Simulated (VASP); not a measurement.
VASP runs on SnSe₂ share one base input (LDA (Ceperley-Alder, Perdew-Zunger), plane waves, VASP's LDA PAW potentials (set 64)) and change the settings named in each case.

POSCAR:
```
SnSe2
1.0
  3.8810870000   0.0000000000   0.0000000000
 -1.9405430000   3.3611200000   0.0000000000
  0.0000000000   0.0000000000  17.0997360000
Sn Se
1 2
direct
  0.0000000000   0.0000000000   0.5000000000
  0.3333330000   0.6666670000   0.5906370000
  0.6666670000   0.3333330000   0.4093630000
```

File KPOINTS:
```
Automatic mesh
0
Gamma
7 7 1
0 0 0
```

INCAR:
```
ALGO = Normal
EDIFF = 1E-6
ENCUT = 300
ISIF = 2
ISMEAR = -1
LASPH = .TRUE.
LCHARG = .FALSE.
LMAXMIX = 4
LREAL = .FALSE.
LWAVE = .FALSE.
NELM = 100
PREC = Accurate
SIGMA = 0.136
SYSTEM = SnSe2
```

POTCAR, in this order: Sn_d Se (LDA.64 set). Program: vasp_std.

```
change                                                                                                                                                                               E(σ→0) (eV/atom)  largest force (eV/Å)  −TS (eV)
-----------------------------------------------------------------------------------------------------------------------------------------------------------------------------------  ----------------  --------------------  --------
base run                                                                                                                                                                                      -4.5227                 0.053   -0.0179
EDIFF = 1E-09, ENCUT = 420, KPOINTS 10×10×1 Γ-centred mesh                                                                                                                                    -4.5249                 0.055   -0.0150
ENCUT = 150, KPOINTS 4×4×1 Γ-centred mesh                                                                                                                                                     -3.1746                 0.182   -0.0420
EDIFF = 1E-03, ENCUT = 180, KPOINTS 1×1×1 Γ-centred mesh                                                                                                                                       0.0011                 0.586   -0.0891
ENCUT = 150, KPOINTS 2×2×1 Γ-centred mesh                                                                                                                                                     -2.5691                 0.285   -0.1085
AEXX = 0.2, AGGAC = 0.81, AGGAX = 0.72, ALDAC = 0.19, GGA = B3, HFRCUT = -1, ISYM = 3, LHFCALC = .TRUE., PRECFOCK = Fast, KPOINTS 4×4×1 Γ-centred mesh, POTCAR Sn_d Se (PBE.64 set)           -4.5159                 0.260   -0.0008
AEXX = 0.25, GGA = PE, HFSCREEN = 0.2, ISYM = 3, LHFCALC = .TRUE., PRECFOCK = Fast, KPOINTS 4×4×1 Γ-centred mesh, POTCAR Sn_d Se (PBE.64 set)                                                 -4.8369                     ?         ?
```

Question: Some entries are withheld; supply them.

Answer: 
- AEXX = 0.25, GGA = PE, HFSCREEN = 0.2, ISYM = 3, LHFCALC = .TRUE., PRECFOCK = Fast, KPOINTS 4×4×1 Γ-centred mesh, POTCAR Sn_d Se (PBE.64 set), largest force (eV/Å): 0.128
- AEXX = 0.25, GGA = PE, HFSCREEN = 0.2, ISYM = 3, LHFCALC = .TRUE., PRECFOCK = Fast, KPOINTS 4×4×1 Γ-centred mesh, POTCAR Sn_d Se (PBE.64 set), −TS (eV): -0.0027

Energies of different potentials or functionals have different zeros.  The cell holds a wide vacuum, so values per volume refer to the whole cell. Unless said otherwise, spin-orbit coupling is left out, though it shifts the bands of the heavy elements here.

Left out are runs that ran out of time, are held back, or changed the cell or the kind of run, fixed moments of cells without a moment, rows past the twelfth, gaps on odd meshes, pressures of charged cells and columns that move by less than the noise.

The cell is a sheet or thin cut with vacuum, built from a generated structure.
